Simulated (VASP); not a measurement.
An input for Quantum ESPRESSO's pw.x (written as the equivalent of a VASP run, and not itself run):

```
&CONTROL
  calculation = 'scf'
  pseudo_dir = './pseudo'
  outdir = './out'
  tprnfor = .true.
  tstress = .true.
/
&SYSTEM
  ibrav = 0
  nat = 2
  ntyp = 2
  ecutwfc = 80
  occupations = 'smearing'
  smearing = 'gaussian'
  degauss = 0.003675
  input_dft = 'pbe'
  noncolin = .true.
  lspinorb = .true.
/
&ELECTRONS
  conv_thr = 7.3e-08
  electron_maxstep = 100
/
ATOMIC_SPECIES
  In 114.818 In.upf
  Sb 121.760 Sb.upf
CELL_PARAMETERS angstrom
     0.0000000    3.2400000    3.2400000
     3.2400000    0.0000000    3.2400000
     3.2400000    3.2400000    0.0000000
ATOMIC_POSITIONS crystal
  In   0.0000000  0.0000000  0.0000000
  Sb   0.2500000  0.2500000  0.2500000
K_POINTS automatic
  5 5 5 0 0 0
```

**Question.** Translate this input to VASP (INCAR, KPOINTS, POSCAR, choice of POTCAR).

**Answer.** Several could match; the one computed here: 
### INCAR
```
SYSTEM = InSb
PREC = Accurate
ENCUT = 400
EDIFF = 1E-6
NELM = 100
ALGO = Normal
LREAL = .FALSE.
LASPH = .TRUE.
ISMEAR = 0
SIGMA = 0.05
GGA = PE
LMAXMIX = 4
LWAVE = .FALSE.
LCHARG = .FALSE.
ISIF = 2
LSORBIT = .TRUE.
MAGMOM = 0 0 0 0 0 0
GGA_COMPAT = .FALSE.
```

**KPOINTS**
```
kpoints
0
G
5 5 5
0 0 0
```

File POSCAR:
```
InSb
1
    0.0000000000     3.2400000000     3.2400000000
    3.2400000000     0.0000000000     3.2400000000
    3.2400000000     3.2400000000     0.0000000000
In Sb
1 1
Direct
  0.0000000000   0.0000000000   0.0000000000
  0.2500000000   0.2500000000   0.2500000000
```

POTCAR, in this order: In_d Sb (PBE.64 set). Program: vasp_ncl.

What does not carry over: the potentials are each code's own (VASP's PAW set, PseudoDojo norm-conserving files, fully relativistic, in pw.x), so ENCUT and ecutwfc are chosen apart and not converted; conv_thr bounds pw.x's estimated SCF error, while EDIFF bounds the energy change between steps.

The compound is InSb in the zinc blende structure. The cell was not relaxed at this level. The k-mesh is coarse (spacing up to 0.34 per Å, 2π included), so the numbers may not be converged in it.
